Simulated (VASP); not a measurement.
Pt:

```
Pt
1.0
     0.00000    1.97158    1.97158
     1.97158    0.00000    1.97158
     1.97158    1.97158    0.00000
Pt
1
Direct
  0.00000 0.00000 0.00000
```

| Item | Value |
| --- | --- |
| Program | VASP 6.6.1 |
| Task | relaxation of cell and atoms |
| Functional | RPBE |
| Potentials or basis | VASP PAW PBE potentials, release 64 (Pt) |
| Cutoff | 600 eV |
| k mesh | 18 × 18 × 18 |
| Occupations | gaussian, width 0.1 eV |
| Spin | no spin polarisation |

At the start: pressure 9.1 GPa; volume 15.33 Å³/atom.

Task: Where does the relaxation end?

Result: Over 4 steps the energy falls by 15.2 meV/atom and the volume is 15.89 Å³/atom (+3.6 %); space group Fm-3m (No. 225, to 0.05 Å).

Step by step:
```
step  energy change (eV)  largest force (eV/Å)  pressure (GPa)  volume (Å³)
   1              0.0000                0.0000            9.10        15.33
   2              0.0640                0.0000          -15.77        17.34
   3             -0.0151                0.0000           -0.25        15.90
   4             -0.0152                0.0000           -0.03        15.89
```

Final structure:
```
Pt
1.0
     0.00000    1.99525    1.99525
     1.99525    0.00000    1.99525
     1.99525    1.99525    0.00000
Pt
1
Cartesian
  0.0000 0.0000 0.0000
```

Caveat: the PAW data sets were made with another functional, which shifts forces and pressure a little.
